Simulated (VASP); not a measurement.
Data:

```
CELL_PARAMETERS angstrom
      1.22760    -2.12627     0.00000
      1.22760     2.12627     0.00000
      0.00000     0.00000     7.11784
ATOMIC_POSITIONS crystal
  C  0.00000 0.00000 0.25000
  C  0.00000 0.00000 0.75000
  C  0.33333 0.66667 0.25000
  C  0.66667 0.33333 0.75000
```

All values below come from MS2 meta-GGA, VASP's PBE PAW potentials (set 64) (plane waves; VASP). Numerical set-up: 520 eV cut-off, 11×11×4 Γ-centred mesh, tetrahedra with Blöchl corrections, potentials C.

Q: Give the energies of bands 3 to 10 at the high-symmetry points, in eV from the Fermi level.

A: 
| band | Γ | M | K | A | L | H |
|---|---|---|---|---|---|---|
| 3 | -8.71 | -14.17 | -13.63 | -8.04 | -14.14 | -13.63 |
| 4 | -7.23 | -14.12 | -13.58 | -8.04 | -14.14 | -13.63 |
| 5 | -3.79 | -7.14 | -11.24 | -3.78 | -7.13 | -11.24 |
| 6 | -3.79 | -7.11 | -11.24 | -3.78 | -7.13 | -11.24 |
| 7 | -3.78 | -2.78 | -0.47 | -3.78 | -2.49 | 0.00 |
| 8 | -3.78 | -2.27 | -0.01 | -3.78 | -2.49 | 0.00 |
| 9 | 3.42 | 1.53 | -0.01 | 5.69 | 1.70 | 0.01 |
| 10 | 8.92 | 2.13 | 0.54 | 5.69 | 1.70 | 0.01 |

It has no gap at this level: it comes out as a metal or semimetal.

The compound is C in the graphite structure. It was relaxed first, which changed the volume by +6 %.
